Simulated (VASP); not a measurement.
Output of a VASP run:

**OUTCAR**
```
 ion  position               nearest neighbor table
   1  0.000  0.000  0.000-   2 2.68   2 2.68   2 2.68   2 2.68   2 2.68   2 2.68   2 2.68   2 2.68
  LATTYP: Found a simple tetragonal cell.
 ALAT       =     2.6567818156
 C/A-ratio  =     1.4376365838
 Subroutine PRICEL returns:
 Original cell was already a primitive cell.
 Subroutine GETGRP returns: Found 16 space group operations
The static configuration has the point symmetry D_4h.
The dynamic configuration has the point symmetry D_4h.
 Subroutine INISYM returns: Found 16 space group operations
 Subroutine IBZKPT returns following result:
 Found    216 irreducible k-points:

 Following reciprocal coordinates:
            Coordinates               Weight
  0.000000  0.000000  0.000000      1.000000
  0.071429  0.000000  0.000000      4.000000
  0.142857  0.000000  0.000000      4.000000
  0.214286  0.000000  0.000000      4.000000
  0.285714  0.000000  0.000000      4.000000
  0.357143  0.000000  0.000000      4.000000
  0.428571  0.000000  0.000000      4.000000
  0.500000  0.000000  0.000000      2.000000
  0.071429  0.071429  0.000000      4.000000
  0.142857  0.071429  0.000000      8.000000
  0.214286  0.071429  0.000000      8.000000
  0.285714  0.071429  0.000000      8.000000
  0.357143  0.071429  0.000000      8.000000
  0.428571  0.071429  0.000000      8.000000
  0.500000  0.071429  0.000000      4.000000
  0.142857  0.142857  0.000000      4.000000
  0.214286  0.142857  0.000000      8.000000
  0.285714  0.142857  0.000000      8.000000
  0.357143  0.142857  0.000000      8.000000
  0.428571  0.142857  0.000000      8.000000
  0.500000  0.142857  0.000000      4.000000
  0.214286  0.214286  0.000000      4.000000
  0.285714  0.214286  0.000000      8.000000
  0.357143  0.214286  0.000000      8.000000
  0.428571  0.214286  0.000000      8.000000
  0.500000  0.214286  0.000000      4.000000
  0.285714  0.285714  0.000000      4.000000
  0.357143  0.285714  0.000000      8.000000
  0.428571  0.285714  0.000000      8.000000
  0.500000  0.285714  0.000000      4.000000
  0.357143  0.357143  0.000000      4.000000
  0.428571  0.357143  0.000000      8.000000
  0.500000  0.357143  0.000000      4.000000
  0.428571  0.428571  0.000000      4.000000
  0.500000  0.428571  0.000000      4.000000
  0.500000  0.500000  0.000000      1.000000
  0.000000  0.000000  0.100000      2.000000
  0.071429  0.000000  0.100000      8.000000
  0.142857  0.000000  0.100000      8.000000
  0.214286  0.000000  0.100000      8.000000
   k-points           NKPTS =    216   k-points in BZ     NKDIM =    216   number of bands    NBANDS=     11
   number of dos      NEDOS =    301   number of ions     NIONS =      2
   total plane-waves  NPLWV =  11200
   dimension x,y,z NGX =    20 NGY =   20 NGZ =   28
   dimension x,y,z NGXF=    40 NGYF=   40 NGZF=   56
   ions per type =               1   1
   PREC   = accura    normal or accurate (medium, high low for compatibility)
   ISTART =      0    job   : 0-new  1-cont  2-samecut
   ICHARG =      2    charge: 1-file 2-atom 10-const
   ISPIN  =      1    spin polarized calculation?
   LNONCOLLINEAR =      F non collinear calculations
   LSORBIT =      F    spin-orbit coupling
   INIWAV =      1    electr: 0-lowe 1-rand  2-diag
   ENCUT  =  500.0 eV  36.75 Ry    6.06 a.u.   4.84  4.84  6.96*2*pi/ulx,y,z
   NELM   =    100;   NELMIN=  2; NELMDL= -5     # of ELM steps
   EDIFF  = 0.1E-05   stopping-criterion for ELM
   LREAL  =      F    real-space projection
   NLSPLINE    = F    spline interpolate recip. space projectors
   LMAXMIX     =    4 max onsite mixed and CHGCAR
   VOSKOWN=      0    Vosko Wilk Nusair interpolation
   EDIFFG = -.2E-01   stopping-criterion for IOM
   NSW    =     40    number of steps for IOM
   NBLOCK =      1;   KBLOCK =     40    inner block; outer block
   IBRION =      2    ionic relax: 0-MD 1-quasi-New 2-CG
...
```

File OSZICAR:
```
       N       E                     dE             d eps       ncg     rms          rms(c)
DAV:   1     0.924658048002E+02    0.92466E+02   -0.73999E+03  4752   0.140E+03
DAV:   2    -0.756057108270E+01   -0.10003E+03   -0.97041E+02  4827   0.339E+02
DAV:   3    -0.130911571656E+02   -0.55306E+01   -0.52865E+01  7317   0.787E+01
DAV:   4    -0.132770925929E+02   -0.18594E+00   -0.18435E+00  5830   0.125E+01
DAV:   5    -0.132848781091E+02   -0.77855E-02   -0.77815E-02  6881   0.233E+00    0.119E+01
DAV:   6    -0.120284703960E+02    0.12564E+01   -0.95708E+00  5732   0.369E+01    0.372E+00
DAV:   7    -0.119457376133E+02    0.82733E-01   -0.69082E-01  5364   0.961E+00    0.260E+00
DAV:   8    -0.119446258752E+02    0.11117E-02   -0.11832E-01  5245   0.401E+00    0.485E-01
DAV:   9    -0.119448919328E+02   -0.26606E-03   -0.21524E-02  6161   0.196E+00    0.268E-01
DAV:  10    -0.119452460061E+02   -0.35407E-03   -0.14917E-03  5637   0.468E-01    0.653E-02
DAV:  11    -0.119452218334E+02    0.24173E-04   -0.36216E-04  5953   0.239E-01    0.517E-02
DAV:  12    -0.119452224404E+02   -0.60704E-06   -0.41278E-05  5293   0.756E-02    0.887E-03
DAV:  13    -0.119452220176E+02    0.42282E-06   -0.63369E-07  3305   0.101E-02
   1 F= -.68971277E+01 E0= -.68973613E+01  d E =-.689713E+01
       N       E                     dE             d eps       ncg     rms          rms(c)
DAV:   1    -0.119478933454E+02   -0.26709E-02   -0.83674E-03  4978   0.153E+00    0.109E-01
DAV:   2    -0.119477092027E+02    0.18414E-03   -0.85012E-04  5090   0.358E-01    0.461E-02
DAV:   3    -0.119476783811E+02    0.30822E-04   -0.94989E-05  5662   0.115E-01    0.226E-02
DAV:   4    -0.119476712821E+02    0.70990E-05   -0.21084E-05  7257   0.480E-02    0.656E-03
DAV:   5    -0.119476713810E+02   -0.98949E-07   -0.21621E-06  4846   0.164E-02
   2 F= -.68971905E+01 E0= -.68974612E+01  d E =-.627820E-04
```

OUTCAR:
```
------------------------ aborting loop because EDIFF is reached ----------------------------------------
  FORCE on cell =-STRESS in cart. coord.  units (eV):
  Direction    XX          YY          ZZ          XY          YZ          ZX
  --------------------------------------------------------------------------------------
  Total        5.0281929      5.0281929      5.0816662      0.0000000      0.0000000      0.0000000
  in kB      298.6760893    298.6760893    301.8524167      0.0000000      0.0000000      0.0000000
  external PRESSURE =      -0.2651349 kB  Pullay stress =     300.0000000 kB
  volume of cell :       26.97
      direct lattice vectors                 reciprocal lattice vectors
     2.655788319  0.000000000  0.000000000     0.376536034  0.000000000  0.000000000
     0.000000000  2.655788319 -0.000000000     0.000000000  0.376536034  0.000000000
     0.000000000 -0.000000000  3.824151995     0.000000000  0.000000000  0.261495882
 POSITION                                       TOTAL-FORCE (eV/Angst)
 -----------------------------------------------------------------------------------
      0.00000      0.00000      0.00000         0.000000      0.000000      0.000000
      1.32789      1.32789      1.91208         0.000000     -0.000000      0.000000
 -----------------------------------------------------------------------------------
    total drift:                               -0.000000      0.000000     -0.000000
  FREE ENERGIE OF THE ION-ELECTRON SYSTEM (eV)
  ---------------------------------------------------
  free  energy   TOTEN  =       -11.9476713810 eV

  energy  without entropy=      -11.9484835903  energy(sigma->0) =      -11.94794212
  enthalpy is  TOTEN    =        -6.8971905082 eV   P V=        5.0504808728

 reached required accuracy - stopping structural energy minimisation
```
(Selected blocks of OUTCAR.)

POSCAR:
```
TiAl
1
    2.6567818156     0.0000000000     0.0000000000
    0.0000000000     2.6567818156     0.0000000000
    0.0000000000     0.0000000000     3.8194867333
Ti Al
1 1
Direct
  0.0000000000   0.0000000000   0.0000000000
  0.5000000000   0.5000000000   0.5000000000
```

Q: Reconstruct the remaining input files.

A: One answer among several that fit: the input of the run itself, PBE GGA, plane waves, VASP's PBE PAW potentials (set 64).

INCAR:
```
SYSTEM  =  TiAl
PREC  =  Accurate; ENCUT  =  500; LREAL  =  .False.
LASPH  =  .True.
EDIFF  =  1E-6; NELM  =  100; ALGO  =  Normal
LMAXMIX  =  4
ISMEAR  =  1; SIGMA  =  0.1
GGA  =  PE
IBRION  =  2; NSW  =  40; ISIF  =  3
EDIFFG  =  -0.02; PSTRESS  =  300
LWAVE  =  .False.; LCHARG  =  .False.
```

**KPOINTS**
```
Regular mesh
0
G
14 14 10
```

POTCAR, in this order: Ti_sv Al (PBE.64 set). Program: vasp_std.

The compound is TiAl in the L1_0 structure. This run relaxes it under an external pressure of 30 GPa. Symmetry was kept, so distortions that lower it aren't found. The electron count is odd and the run is not spin-polarised, which forces a metal.
